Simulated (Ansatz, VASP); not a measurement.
# Two plane-wave programs on SnPt3

```
Sn Pt
1.0
     3.95366    0.00000    0.00000
     0.00000    3.95366    0.00000
     0.00000    0.00000    3.95366
Sn Pt
1 3
Direct
  0.00000 0.00000 0.00000
  0.00000 0.50000 0.50000
  0.50000 0.00000 0.50000
  0.50000 0.50000 0.00000
```

Alike in both runs: task single point; functional LDA; k mesh 10 × 10 × 10; occupations fermi-dirac, width 0.15 eV; no spin polarisation.

|  | VASP | Ansatz |
| --- | --- | --- |
| version | VASP 6.6.1 | Ansatz 0.2.0 |
| potentials or method | VASP PAW LDA potentials, release 64 (Sn_d, Pt) | scalar-relativistic, plane waves, PAW |
| plane-wave cutoff (eV) | 520 | 420 |
| valence electrons in the cell | 44 | 68 |

VASP gave:

- gap on the k mesh at the Fermi level (eV): none
- pressure (GPa): 6.1

Problem. Estimate Ansatz's values.

Solution. gap on the k mesh at the Fermi level (eV): none; pressure (GPa): 5.2.

A gap of «none» marks a metal or a gap that the smearing closes. The two sets of potentials don't hold the same shells in valence.

The runs have no spin-orbit coupling, so splittings on Pt are missing.
